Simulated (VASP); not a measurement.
Method: PBEsol GGA, VASP's PBE PAW potentials (set 64) (plane waves; VASP 6.6.1).

VASP ran on this input.

**INCAR**
```
ALGO=Normal
EDIFF=1E-7
ENCUT=400
GGA=PS
ICHARG=11
ISMEAR=0
LASPH=.TRUE.
LCHARG=.FALSE.
LMAXMIX=6
LORBIT=11
LREAL=.FALSE.
LWAVE=.FALSE.
NELM=100
PREC=Accurate
SIGMA=0.05
SYSTEM=La
```

**KPOINTS**
```
k-points along high-symmetry lines
10
Line-mode
Reciprocal
  0.000000   0.000000   0.000000 ! GAMMA
 -0.000000   0.500000   0.000000 ! M

 -0.000000   0.500000   0.000000 ! M
 -0.333333   0.666667   0.000000 ! K

 -0.333333   0.666667   0.000000 ! K
  0.000000   0.000000   0.000000 ! GAMMA

  0.000000   0.000000   0.000000 ! GAMMA
  0.000000   0.000000   0.500000 ! A

  0.000000   0.000000   0.500000 ! A
 -0.000000   0.500000   0.500000 ! L

 -0.000000   0.500000   0.500000 ! L
 -0.333333   0.666667   0.500000 ! H

 -0.333333   0.666667   0.500000 ! H
  0.000000   0.000000   0.500000 ! A

 -0.000000   0.500000   0.500000 ! L
 -0.000000   0.500000   0.000000 ! M

 -0.333333   0.666667   0.500000 ! H
 -0.333333   0.666667   0.000000 ! K
```

POSCAR:
```
La
1.0
  1.8299022421  -3.1694838637   0.0000000000
  1.8299022421   3.1694838637   0.0000000000
  0.0000000000   0.0000000000  11.6902781049
La
4
Cartesian
  0.0000000000   0.0000000000   5.8451390525
  0.0000000000   0.0000000000   0.0000000000
  1.8299022421   1.0564967342   2.9225695262
  1.8299022421  -1.0564967342   8.7677085787
```

POTCAR, in this order: La (PBE.64 set). Program: vasp_std. Read from the step before: CHGCAR.

What VASP printed:

### OSZICAR
```
       N       E                     dE             d eps       ncg     rms          rms(c)
DAV:   1     0.534794740040E+03    0.53479E+03   -0.12748E+04  4736   0.190E+03
DAV:   2     0.970843702524E+02   -0.43771E+03   -0.43277E+03  7024   0.446E+02
DAV:   3    -0.584670648639E+01   -0.10293E+03   -0.10193E+03  8510   0.268E+02
DAV:   4    -0.196222116413E+02   -0.13776E+02   -0.13431E+02  8712   0.922E+01
DAV:   5    -0.216813683738E+02   -0.20592E+01   -0.19806E+01  9264   0.315E+01
DAV:   6    -0.219614171542E+02   -0.28005E+00   -0.27396E+00  8960   0.112E+01
DAV:   7    -0.219979732910E+02   -0.36556E-01   -0.35753E-01  9088   0.366E+00
DAV:   8    -0.220036688535E+02   -0.56956E-02   -0.56505E-02  8976   0.131E+00
DAV:   9    -0.220046498745E+02   -0.98102E-03   -0.97424E-03  9056   0.423E-01
DAV:  10    -0.220048484973E+02   -0.19862E-03   -0.19730E-03  9048   0.163E-01
DAV:  11    -0.220048917020E+02   -0.43205E-04   -0.43034E-04  7848   0.609E-02
DAV:  12    -0.220049013515E+02   -0.96495E-05   -0.96178E-05  7032   0.265E-02
DAV:  13    -0.220049035261E+02   -0.21746E-05   -0.21532E-05  6424   0.113E-02
DAV:  14    -0.220049040386E+02   -0.51255E-06   -0.49056E-06  4952   0.567E-03
DAV:  15    -0.220049041950E+02   -0.15634E-06   -0.13918E-06  4728   0.375E-03
DAV:  16    -0.220049042487E+02   -0.53781E-07   -0.48969E-07  4592   0.235E-03
   1 F= -.22004904E+02 E0= -.22002424E+02  d E =-.496034E-02
```

### OUTCAR
```
 val. band max:        8.8000368791   @ k =  -0.3333   0.6667   0.3889

 cond. band min:       8.8074910940   @ k =  -0.2222   0.6111   0.0000



 k-point     1 :       0.0000    0.0000    0.0000
  band No.  band energies     occupation
      1     -24.1113      2.00000
      2     -23.9665      2.00000
      3     -23.9583      2.00000
      4     -23.8061      2.00000
      5      -8.6826      2.00000
      6      -7.8145      2.00000
      7      -7.8093      2.00000
      8      -7.1065      2.00000
      9      -7.1064      2.00000
     10      -6.9861      2.00000
     11      -6.9861      2.00000
     12      -6.9737      2.00000
     13      -6.9737      2.00000
     14      -6.8488      2.00000
     15      -6.8488      2.00000
     16      -6.7973      2.00000
     17       5.4700      2.00000
     18       6.7377      2.00000
     19       6.8436      2.00000
     20       6.8453      2.00000
     21       9.2351      0.00000
     22       9.3923      0.00000
     23       9.8979      0.00000
     24       9.9426      0.00000
     25       9.9978      0.00000
     26      10.0167      0.00000

 k-point     2 :       0.0000    0.0556    0.0000
  band No.  band energies     occupation
      1     -24.1043      2.00000
      2     -23.9613      2.00000
      3     -23.9531      2.00000
      4     -23.8030      2.00000
      5      -8.6661      2.00000
      6      -7.8200      2.00000
      7      -7.8150      2.00000
      8      -7.1507      2.00000
      9      -7.1208      2.00000
     10      -7.0168      2.00000
     11      -7.0052      2.00000
     12      -6.9959      2.00000
     13      -6.9834      2.00000
     14      -6.8944      2.00000
     15      -6.8537      2.00000
     16      -6.8049      2.00000
     17       5.5648      2.00000
     18       6.8258      2.00000
     19       6.9339      2.00000
     20       6.9340      2.00000
     21       9.0834      0.00000
     22       9.3043      0.00000
     23       9.6163      0.00000
...
```

The density is held fixed in this step, so its total energy and stress have no physical meaning.

The compound is La in the dhcp structure. It was relaxed first, which changed the volume by -9 %.
